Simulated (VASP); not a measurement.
```yaml
crystal:
  lattice:
    - [0.00000, 2.55354, 2.55354]
    - [2.55354, 0.00000, 2.55354]
    - [2.55354, 2.55354, 0.00000]
  atoms:
    - { symbol: Hf, position: [0.00000, 0.00000, 0.00000] }
    - { symbol: O, position: [0.25000, 0.25000, 0.25000] }
    - { symbol: O, position: [0.75000, 0.75000, 0.75000] }
```

All values below come from RPBE GGA, VASP's PBE PAW potentials (set 64) (plane waves; VASP). Settings: 520 eV cut-off, Gaussian smearing of 0.050 eV, potentials Hf_pv O.

Unless said otherwise, spin-orbit coupling is left out, though it shifts the bands of the heavy elements here.

**Question.** Estimate the band gap (along the path) with the smallest direct gap where there is one.

**Answer.** 
The band gap (along the path) is 3.85 eV and the smallest direct gap (along the path) is 3.85 eV.

The absolute energy has meaning only against runs of the same code, potentials and settings.

The compound is HfO2 in the fluorite structure, the high-temperature cubic form, which is unstable at 0 K; the monoclinic form is the stable one. It was relaxed first.
